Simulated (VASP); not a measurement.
A VASP calculation is set up with these files.

**INCAR**
```
# general
SYSTEM    =  KI
PREC      =  Accurate
ENCUT     =  300
LREAL     =  F
LASPH     =  T
ISYM      =  3

# electronic loop
EDIFF     =  1E-6
NELM      =  100
ALGO      =  Normal
LMAXMIX   =  4

# smearing
ISMEAR    =  0
SIGMA     =  0.01

# functional
GGA       =  PE
LHFCALC   =  T
AEXX      =  0.25
HFSCREEN  =  0.2
PRECFOCK  =  Fast

# ions
ISIF      =  2

# output
LWAVE     =  F
LCHARG    =  F
```

File KPOINTS:
```
Automatic mesh
0
Gamma
5 5 5
0 0 0
```

File POSCAR:
```
KI
5.009760
  0.0000000000   0.7071067277   0.7071067277
  0.7071067277   0.0000000000   0.7071067277
  0.7071067277   0.7071067277   0.0000000000
K I
1 1
direct
 -0.0003540000  -0.0017200000   0.0001060000
  0.5003540000   0.5017200000   0.4998940000
```

POTCAR, in this order: K_sv I (PBE.64 set). Program: vasp_std.

Translate this HSE06 calculation to Ansatz.

One equivalent input (not run):
Ansatz 0.2 input:
```yaml
crystal:
  lattice:
    - [0.0000000, 3.5424350, 3.5424350]
    - [3.5424350, 0.0000000, 3.5424350]
    - [3.5424350, 3.5424350, 0.0000000]
  atoms:
    - { symbol: K, position: [-0.0003540, -0.0017200, 0.0001060] }
    - { symbol: I, position: [0.5003540, 0.5017200, 0.4998940] }
kpoints:
  mp_grid: { grid: [5, 5, 5] }
hamiltonian:
  xc: hse06
  pseudopotentials: { kind: paw }
scf:
  occupations: { method: gaussian, width: 0.01 }
  max_iter: 100
output: { forces: true, stress: true, eigenvalues: true }
```
Limits of the translation: each code has its own PAW files, so the cut-off isn't converted (ENCUT is set for VASP's; basis.ecutwfc is left out, and Ansatz then takes the one that its files recommend); Ansatz stops its SCF on the density residual and VASP on the energy change (EDIFF); Ansatz's hse06 screens at 0.11 per bohr (0.208 per Å), slightly more than HFSCREEN = 0.2.

The structure comes from a computed database's KI entry; how it stands against other phases isn't given here. The cell was not relaxed at this level, atoms are displaced from their ideal sites. The run is one of a series of settings (AEXX = 0.25, GGA = PE, HFSCREEN = 0.2, ISYM = 3, LHFCALC = .TRUE., PRECFOCK = Fast, KPOINTS 5×5×5 Γ-centred mesh against the base run), some of them coarse on purpose.
